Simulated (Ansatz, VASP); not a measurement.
**One calculation of Al3Sn2H3, two programs**

```
CELL_PARAMETERS angstrom
5.23465 0.00000 0.00000
0.00000 5.23465 0.00000
0.00000 0.00000 5.23465
ATOMIC_POSITIONS crystal
Al 0.50000 0.00000 0.00000
Al 0.00000 0.50000 0.00000
Al 0.00000 0.00000 0.50000
Sn 0.50000 0.50000 0.50000
Sn 0.00000 0.00000 0.00000
H 0.00000 0.50000 0.50000
H 0.50000 0.00000 0.50000
H 0.50000 0.50000 0.00000
```

Alike in both runs: functional PBE; k mesh 4 × 4 × 4; occupations gaussian, width 0.1 eV; no spin polarisation.

Ansatz relaxed the structure, and its values are those at the end. VASP's run is a single point on that final structure, the one shown.

```csv
,VASP,Ansatz
version,VASP 6.6.1,Ansatz 0.2.0
potentials or method,"VASP PAW PBE potentials, release 64 (Al, Sn_d, H)","scalar-relativistic, plane waves, PAW"
plane-wave cutoff (eV),520,420
valence electrons in the cell,40,40
```

VASP gave:

```
gap on the k mesh at the Fermi level (eV) : none
pressure (GPa)                            : -0.2
```

Q: Which values does Ansatz return?

A: gap on the k mesh at the Fermi level (eV): none; pressure (GPa): -0.1.

A gap of «none» marks a metal or a gap that the smearing closes. With one functional, cell and mesh, what is left measures potentials, basis and numerics.
